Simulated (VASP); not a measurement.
An input for Ansatz (written as the equivalent of a VASP run, and not itself run):

Ansatz 0.2 input:
```yaml
crystal:
  lattice:
    - [0.0000000, 2.6161224, 2.6161224]
    - [2.6161224, 0.0000000, 2.6161224]
    - [2.6161224, 2.6161224, 0.0000000]
  atoms:
    - { symbol: Co, position: [0.0000000, 0.0000000, 0.0000000] }
    - { symbol: Si, position: [0.2500000, 0.2500000, 0.2500000] }
    - { symbol: Si, position: [0.7500000, 0.7500000, 0.7500000] }
kpoints:
  mp_grid: { grid: [10, 10, 10] }
hamiltonian:
  xc: pbesol
  pseudopotentials: { kind: paw }
scf:
  occupations: { method: methfessel_paxton, width: 0.1 }
  max_iter: 100
relax:
  max_steps: 40
  f_tol: 0.02
  cell: { p_target: 20 }
output: { forces: true, stress: true, eigenvalues: true }
```

**Question.** Translate this input to VASP (INCAR, KPOINTS, POSCAR, choice of POTCAR).

**Answer.** One answer among several that fit: 
**POSCAR**
```
CoSi2
1
    0.0000000000     2.6161223847     2.6161223847
    2.6161223847     0.0000000000     2.6161223847
    2.6161223847     2.6161223847     0.0000000000
Co Si
1 2
Direct
  0.0000000000   0.0000000000   0.0000000000
  0.2500000000   0.2500000000   0.2500000000
  0.7500000000   0.7500000000   0.7500000000
```

INCAR:
```
! general
SYSTEM   =  CoSi2
PREC     =  Accurate
ENCUT    =  500   ! plane-wave cut-off (eV)
LREAL    =  F   ! projection in real space or not
LASPH    =  T

! electronic loop
EDIFF    =  1E-6   ! SCF stop (eV)
NELM     =  100
ALGO     =  Normal
LMAXMIX  =  4   ! l cut-off of mixed one-centre charges

! smearing
ISMEAR   =  1   ! Methfessel-Paxton
SIGMA    =  0.1   ! width (eV)

! functional
GGA      =  PS

! ions
IBRION   =  2
NSW      =  40
ISIF     =  3
EDIFFG   =  -0.02   ! ionic stop
PSTRESS  =  200

! output
LWAVE    =  F
LCHARG   =  F
```

KPOINTS:
```
Automatic mesh
0
Gamma
10 10 10
0 0 0
```

POTCAR, in this order: Co Si (PBE.64 set). Program: vasp_std.

The two are equivalent in intent, not identical: each code has its own PAW files, so the cut-off isn't converted (ENCUT is set for VASP's; basis.ecutwfc is left out, and Ansatz then takes the one that its files recommend); Ansatz stops its SCF on the density residual and VASP on the energy change (EDIFF).

The compound is CoSi2 in the fluorite structure. This run relaxes it under an external pressure of 20 GPa. Symmetry was kept, so distortions that lower it aren't found.
